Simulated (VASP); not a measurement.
# TaPbO4 (Cmmm) in VASP: settings compared, part 3 of 3

VASP 6.6.1. Earlier steps stand in the parts before.

### Step 4. Single point, r2SCAN

This run uses another cell than the first one, of 14.45 Å³/atom, 1.003 times its volume.

The input, INCAR:

```
PREC = Accurate
ENCUT = 520
EDIFF = 1E-6
ISMEAR = 0
SIGMA = 0.1
LREAL = False
LASPH = True
NELM = 150
ALGO = Normal
ISIF = 2
LWAVE = False
LCHARG = False
METAGGA = R2SCAN
LMIXTAU = True
NBANDS = 34
KPAR = 4
```

The input, KPOINTS:

```
regular mesh
0
Gamma
  6 6 10
```

The input, POSCAR:

```
TaPbO4                                  
1.0
    3.6152925893     -3.7126885241      0.0000000000
    3.6152925893      3.7126885241      0.0000000000
    0.0000000000      0.0000000000      3.2301486517
  Ta              Pb              O             
     1     1     4
Direct
     0.0000000000000000    0.0000000000000000    0.0000000000000000
     0.5000000000000000    0.5000000000000000    0.5000000000000000
     0.7271947388532962    0.7271947388532962    1.0000000000000000
     0.2728052611467038    0.2728052611467038    0.0000000000000000
     0.8296923393085170    0.1703076606914830    0.5000000000000000
     0.1703076606914830    0.8296923393085170    0.5000000000000000
```

Potentials or basis: VASP PAW PBE potentials, release 64 (Ta_pv, Pb_d, O).

Run with:

```
cat potpaw_PBE.64/Ta_pv/POTCAR potpaw_PBE.64/Pb_d/POTCAR potpaw_PBE.64/O/POTCAR > POTCAR
mpirun -np 4 vasp_std > vasp.out
```

OUTCAR:

```text
PREC = Accurate
   ENCUT = 520
   EDIFF = 1E-6
   ISMEAR = 0
   LREAL = False
   LASPH = True
   NELM = 150
   ISIF = 2
   METAGGA = R2SCAN

 ion  position               nearest neighbor table
   1  0.000  0.000  0.000-   3 1.97   4 1.97   5 2.05   6 2.05   5 2.05   6 2.05
   2  0.500  0.500  0.500-   3 2.30   4 2.30   3 2.30   4 2.30   5 2.45   6 2.45
   3  0.727  0.727  0.000-   1 1.97   2 2.30   2 2.30
   4  0.273  0.273  0.000-   1 1.97   2 2.30   2 2.30
   5  0.830  0.170  0.500-   1 2.05   1 2.05   2 2.45
   6  0.170  0.830  0.500-   1 2.05   1 2.05   2 2.45

  LATTYP: Found a base centered orthorhombic cell.
 ALAT       =     7.2305851786
 B/A-ratio  =     1.0269399868
 C/A-ratio  =     0.4467340571

  Lattice vectors:

 A1 = (   3.6152925893,  -3.7126885241,   0.0000000000)
 A2 = (   3.6152925893,   3.7126885241,   0.0000000000)
 A3 = (   0.0000000000,   0.0000000000,   3.2301486517)

Analysis of symmetry for initial positions (statically):
=====================================================================
 Subroutine PRICEL returns:
 Original cell was already a primitive cell.

 Routine SETGRP: Setting up the symmetry group for a
 base centered orthorhombic supercell.

 Subroutine GETGRP returns: Found  8 space group operations
 (whereof  8 operations were pure point group operations)
 out of a pool of  8 trial point group operations.

The static configuration has the point symmetry D_2h.

Analysis of symmetry for dynamics (positions and initial velocities):
=====================================================================
 Subroutine PRICEL returns:
 Original cell was already a primitive cell.

 Routine SETGRP: Setting up the symmetry group for a
 base centered orthorhombic supercell.

 Subroutine GETGRP returns: Found  8 space group operations
 (whereof  8 operations were pure point group operations)
 out of a pool of  8 trial point group operations.

The dynamic configuration has the point symmetry D_2h.

 Subroutine INISYM returns: Found  8 space group operations
 (whereof  8 operations are pure point group operations),
 and found     1 'primitive' translations

----------------------------------------------------------------------------------------

                                     Primitive cell

  volume of cell :      86.7131

  direct lattice vectors                    reciprocal lattice vectors
     3.615292589 -3.712688524  0.000000000     0.138301393 -0.134673296  0.000000000
     3.615292589  3.712688524  0.000000000     0.138301393  0.134673296  0.000000000
     0.000000000  0.000000000  3.230148652     0.000000000  0.000000000  0.309583276

  length of vectors
     5.182122787  5.182122787  3.230148652     0.193039301  0.193039301  0.309583276

  position of ions in fractional coordinates (direct lattice)
     0.000000000  0.000000000  0.000000000
     0.500000000  0.500000000  0.500000000
     0.727194739  0.727194739  0.000000000
     0.272805261  0.272805261  0.000000000
     0.829692339  0.170307661  0.500000000
     0.170307661  0.829692339  0.500000000

  ion indices of the primitive-cell ions
   primitive index   ion index
[... 35 lines left out ...]
  0.000000  0.000000  0.000000      1.000000
  0.166667  0.000000  0.000000      4.000000
  0.333333  0.000000  0.000000      4.000000
  0.500000  0.000000  0.000000      2.000000
  0.166667  0.166667  0.000000      2.000000
  0.333333  0.166667  0.000000      4.000000
[... 16 lines left out ...]
  0.333333  0.333333  0.100000      4.000000
  0.500000  0.333333  0.100000      8.000000
 [... further k-points ...]
   k-points           NKPTS =     78   k-points in BZ     NKDIM =     78   number of bands    NBANDS=     34
   number of dos      NEDOS =    301   number of ions     NIONS =      6
   total plane-waves  NPLWV =  38400
   dimension x,y,z NGX =    40 NGY =   40 NGZ =   24
   dimension x,y,z NGXF=    80 NGYF=   80 NGZF=   48
   ions per type =               1   1   4
   NGX,Y,Z   is equivalent  to a cutoff of  12.83, 12.83, 12.35 a.u.
   NGXF,Y,Z  is equivalent  to a cutoff of  25.66, 25.66, 24.70 a.u.
 SYSTEM =  unknown system
   PREC   = accura    normal or accurate (medium, high low for compatibility)
   ISTART =      0    job   : 0-new  1-cont  2-samecut
   ICHARG =      2    charge: 1-file 2-atom 10-const
   ISPIN  =      1    spin polarized calculation?
   LNONCOLLINEAR =      F non collinear calculations
   LSORBIT =      F    spin-orbit coupling
   LASPH  =      T    aspherical Exc in radial PAW
   ENCUT  =  520.0 eV  38.22 Ry    6.18 a.u.   9.64  9.64  6.01*2*pi/ulx,y,z
   NELM   =    150;   NELMIN=  2; NELMDL= -5     # of ELM steps
   EDIFF  = 0.1E-05   stopping-criterion for ELM
   LREAL  =      F    real-space projection
   EDIFFG = 0.1E-04   stopping-criterion for IOM
   NSW    =      0    number of steps for IOM
   IBRION =     -1    ionic relax: 0-MD 1-quasi-New 2-CG
   NFREE  =      0    steps in history (QN), initial steepest desc. (CG)
   ISIF   =      2    stress and relaxation
   ISYM   =      2    0-nonsym 1-usesym 2-fastsym
   POTIM  = 0.5000    time-step for ionic-motion
   TEBEG  =    0.0;   TEEND  =   0.0 temperature during run
   PSTRESS=    0.0 pullay stress
   NELECT =      49.0000    total number of electrons
   NUPDOWN=      -1.0000    fix difference up-down
   EMIN   =  10.00;   EMAX   =-10.00  energy-range for DOS
   EFERMI =   0.00;   METHOD = LEGACY
   ISMEAR =     0;   SIGMA  =   0.10  broadening in eV -4-tet -1-fermi 0-gaus
   EFERMI_NEDOS =   21; number of points for ismear=-14 and -15
   IALGO  =     38    algorithm
   IMIX   =      4    mixing-type and parameters
     AMIX     =   0.40;   BMIX     =  1.00
     AMIX_MAG =   1.60;   BMIX_MAG =  1.00
  volume/ion in A,a.u.               =      14.45        97.53
  Fermi-wavevector in a.u.,A,eV,Ry     =   1.353460  2.557668 24.923880  1.831853
  Thomas-Fermi vector in A             =   2.480713
   LORBIT       =      0    0 simple, 1 ext, 2 COOP (PROOUT), +10 PAW based schemes
   METAGGA = R2SCAN    functional components
   LHFCALC =     F    Hartree Fock is set to
   AEXX    =    0.0000 exact exchange contribution
   IVDW    =     0    specifies the selected vdW correction
   LEPSILON=     F    determine dielectric tensor
   LRPA    =     F    only Hartree local field effects (RPA)
 non-spin polarized calculation
 Gauss-broadening in eV      SIGMA  =   0.10
  energy-cutoff  :      520.00
  volume of cell :       86.71
 maximum number of plane-waves:      2362
 NGX is ok and might be reduce to    40
   NGX = 19   NGY = 19   NGZ = 13

 number of electron      48.9999982 magnetization

 Free energy of the ion-electron system (eV)
  ---------------------------------------------------
  ext. energy  EPLUGINS =         0.00000000
  ---------------------------------------------------
  free energy    TOTEN  =      -141.38699538 eV

  energy without entropy =     -141.37050546  energy(sigma->0) =     -141.37875042

 E-fermi :   3.7754     XC(G=0): -11.0469

 val. band max:        3.7753444953   @ k =   0.3333   0.0000   0.1000
 cond. band min:       3.7806250085   @ k =   0.5000   0.3333   0.4000
 fundamental gap:      0.0052805132
 Fermi energy:         3.7753762389

 k-point     1 :       0.0000    0.0000    0.0000
  band No.  band energies     occupation
      1     -33.3116      2.00000
      2     -33.1805      2.00000
      3     -33.0311      2.00000
      4     -16.4894      2.00000
      5     -15.9437      2.00000
      6     -14.8944      2.00000
[... 877 lines left out ...]
     33      13.1410      0.00000
     34      13.3870      0.00000

 [... further k-points ...]

------------------------ aborting loop because EDIFF is reached ----------------------------------------

  FORCE on cell =-STRESS in cart. coord.  units (eV):
  Direction    XX          YY          ZZ          XY          YZ          ZX
  --------------------------------------------------------------------------------------
  -------------------------------------------------------------------------------------
  Total       -2.6694068     -2.0950033     -2.5024556      0.0000000      0.0000000      0.0000000
  in kB      -49.3220220    -38.7089001    -46.2373025      0.0000000      0.0000000      0.0000000
  external PRESSURE =     -44.7560749 kB  Pullay stress =       0.0000000 kB

 VOLUME and BASIS-vectors are now :
 -----------------------------------------------------------------------------
  energy-cutoff  :      520.00
  volume of cell :       86.71
      direct lattice vectors                 reciprocal lattice vectors
     3.615292589 -3.712688524  0.000000000     0.138301393 -0.134673296  0.000000000
     3.615292589  3.712688524  0.000000000     0.138301393  0.134673296  0.000000000
     0.000000000  0.000000000  3.230148652     0.000000000  0.000000000  0.309583276

 POSITION                                       TOTAL-FORCE (eV/Angst)
 -----------------------------------------------------------------------------------
      0.00000      0.00000      0.00000        -0.000000      0.000000      0.000000
      3.61529      0.00000      1.61507        -0.000000      0.000000      0.000000
      5.25804      0.00000      0.00000         0.033684      0.000000      0.000000
      1.97254      0.00000      0.00000        -0.033684      0.000000      0.000000
      3.61529     -2.44809      1.61507        -0.000000     -0.155745      0.000000
      3.61529      2.44809      1.61507        -0.000000      0.155745      0.000000
 -----------------------------------------------------------------------------------
    total drift:                                0.000000     -0.000000     -0.000000

  FREE ENERGIE OF THE ION-ELECTRON SYSTEM (eV)
  ---------------------------------------------------
  free  energy   TOTEN  =      -141.3869953788 eV

  energy  without entropy=     -141.3705054647  energy(sigma->0) =     -141.37875042
```

Wall time 92 s (4 MPI ranks of Intel Xeon 6975P-C (Granite Rapids), shared host); peak memory 0.34 GiB.

Results:

- Free energy: -141.3870 eV
- Pressure: -4.5 GPa
- Largest force: 0.156 eV/Å
- Band gap on the k mesh: none (metal or under the smearing width)

Forces in eV/Å, atoms in the order of the input:
```
Ta   0.000  0.000  0.000
Pb   0.000  0.000  0.000
O    0.034  0.000  0.000
O   -0.034  0.000  0.000
O    0.000 -0.156  0.000
O    0.000  0.156  0.000
```

Caveat: the PAW data sets were made with another functional, which shifts forces and pressure a little; an odd number of electrons without spin polarisation forces a metal; a magnetic or distorted state may lie lower. The run has no spin-orbit coupling, so splittings on Pb, Ta are missing.
